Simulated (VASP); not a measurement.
MoP (relaxed from the CsCl structure, space group Pm-3m): computed properties

The numbers are results of PBEsol GGA, VASP's PBE PAW potentials (set 64) (plane waves; VASP), not measurements.

* **space group**: Pm-3m (221)
* **cell**: a = b = c = 2.973 Å, α = β = γ = 90.00°
* **volume per atom**: 13.14 Å³/atom
* **band gap (over mesh and band path)**: none (metal, semimetal or under 0.01 eV)
* **density**: 8.02 g/cm³

Space group Pm-3m (No. 221); a = b = c = 2.973 Å, α = β = γ = 90.00°

```json
[
 {"atom": "Mo", "site": "1a", "symmetry": "m-3m", "x": "0.0000", "y": "0.0000", "z": "0.0000"},
 {"atom": "P", "site": "1b", "symmetry": "m-3m", "x": "0.5000", "y": "0.5000", "z": "0.5000"}
]
```

The structure was generated: MoP was put into the CsCl type (Pm-3m), which need not be its known phase. It was relaxed first. Symmetry was kept, so distortions that lower it aren't found. The electron count is odd and the run is not spin-polarised, which forces a metal.
